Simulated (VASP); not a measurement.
Calculation: PBEsol GGA, VASP's PBE PAW potentials (set 64) (plane waves; VASP).

VASP ran on this input.

File KPOINTS:
```
K-points
0
G
 13 13 7
0 0 0
```

File POSCAR:
```
Os
1
    1.3650000000    -2.3642490000     0.0000000000
    1.3650000000     2.3642490000     0.0000000000
    0.0000000000     0.0000000000     4.3200000000
Os
2
Direct
  0.3333330000   0.6666670000   0.2500000000
  0.6666670000   0.3333330000   0.7500000000
```

### INCAR
```
# general
SYSTEM =Os
PREC   =Accurate
ENCUT  =300
LREAL  =.FALSE.
LASPH  =.TRUE.

# electronic loop
EDIFF  =1E-6
NELM   =100
ALGO   =Normal
LMAXMIX=6

# smearing
ISMEAR =0
SIGMA  =0.136

# functional
GGA    =PS

# ions
ISIF   =2

# output
LWAVE  =.FALSE.
LCHARG =.FALSE.
```

POTCAR, in this order: Os (PBE.64 set). Program: vasp_std.

Output of the run:

### OUTCAR
```
 ion  position               nearest neighbor table
   1  0.333  0.667  0.250-   2 2.67   2 2.67   2 2.67   2 2.67   2 2.67   2 2.67
   2  0.667  0.333  0.750-   1 2.67   1 2.67   1 2.67   1 2.67   1 2.67   1 2.67
  LATTYP: Found a hexagonal cell.
 ALAT       =     2.7299996949
 C/A-ratio  =     1.5824177593
 Subroutine PRICEL returns:
 Original cell was already a primitive cell.
 Subroutine GETGRP returns: Found 24 space group operations
The static configuration has the point symmetry D_3d.
 The point group associated with its full space group is D_6h.
The dynamic configuration has the point symmetry D_3d.
 Subroutine INISYM returns: Found 24 space group operations
 Subroutine IBZKPT returns following result:
 Found     84 irreducible k-points:

 Following reciprocal coordinates:
            Coordinates               Weight
  0.000000  0.000000  0.000000      1.000000
  0.076923  0.000000  0.000000      6.000000
  0.153846 -0.000000  0.000000      6.000000
  0.230769  0.000000  0.000000      6.000000
  0.307692 -0.000000  0.000000      6.000000
  0.384615  0.000000  0.000000      6.000000
  0.461538  0.000000  0.000000      6.000000
...
```

### OSZICAR
```
       N       E                     dE             d eps       ncg     rms          rms(c)
DAV:   1     0.505457463202E+02    0.50546E+02   -0.56206E+03  2068   0.811E+02
DAV:   2    -0.230819342362E+02   -0.73628E+02   -0.66300E+02  2372   0.300E+02
DAV:   3    -0.260099495529E+02   -0.29280E+01   -0.28302E+01  2276   0.520E+01
DAV:   4    -0.260531096221E+02   -0.43160E-01   -0.42527E-01  2296   0.541E+00
DAV:   5    -0.260536825210E+02   -0.57290E-03   -0.57258E-03  2272   0.495E-01    0.264E+01
DAV:   6    -0.248406287314E+02    0.12131E+01   -0.13505E+00  2144   0.100E+01    0.121E+01
DAV:   7    -0.244929101998E+02    0.34772E+00   -0.93475E-01  2248   0.825E+00    0.587E-01
DAV:   8    -0.244872003783E+02    0.57098E-02   -0.82836E-03  2064   0.752E-01    0.420E-01
DAV:   9    -0.244840542051E+02    0.31462E-02   -0.24388E-03  2140   0.549E-01    0.623E-02
DAV:  10    -0.244840691282E+02   -0.14923E-04   -0.75515E-05  2284   0.843E-02    0.107E-02
DAV:  11    -0.244840522297E+02    0.16898E-04   -0.44847E-06  2076   0.221E-02    0.193E-03
DAV:  12    -0.244840518191E+02    0.41055E-06   -0.20026E-07  1108   0.427E-03
   1 F= -.24484052E+02 E0= -.24479405E+02  d E =-.929370E-02
```

File OUTCAR:
```
------------------------ aborting loop because EDIFF is reached ----------------------------------------
  FORCE on cell =-STRESS in cart. coord.  units (eV):
  Direction    XX          YY          ZZ          XY          YZ          ZX
  --------------------------------------------------------------------------------------
  Total       -0.3525594     -0.3525593     -0.7950740      0.0000000      0.0000000      0.0000000
  in kB      -20.2583119    -20.2583059    -45.6855161      0.0000000      0.0000000      0.0000000
  external PRESSURE =     -28.7340446 kB  Pullay stress =       0.0000000 kB
  volume of cell :       27.88
      direct lattice vectors                 reciprocal lattice vectors
     1.365000000 -2.364249000  0.000000000     0.366300366 -0.211483647  0.000000000
     1.365000000  2.364249000  0.000000000     0.366300366  0.211483647  0.000000000
     0.000000000  0.000000000  4.320000000     0.000000000  0.000000000  0.231481481
 POSITION                                       TOTAL-FORCE (eV/Angst)
 -----------------------------------------------------------------------------------
      1.36500      0.78808      1.08000        -0.000000      0.000000      0.000000
      1.36500     -0.78808      3.24000         0.000000     -0.000000      0.000000
 -----------------------------------------------------------------------------------
    total drift:                                0.000000      0.000021     -0.000020
  FREE ENERGIE OF THE ION-ELECTRON SYSTEM (eV)
  ---------------------------------------------------
  free  energy   TOTEN  =       -24.4840518191 eV

  energy  without entropy=      -24.4747581179  energy(sigma->0) =      -24.47940497
```
(Selected blocks of OUTCAR.)

At this cut-off the stress carries a Pulay error, which pulls relaxed volumes low.

The structure is a typed Os crystal (P6_3/mmc). The cell was not relaxed at this level. The run is one of a series of settings (GGA = PS against the base run), some of them coarse on purpose.
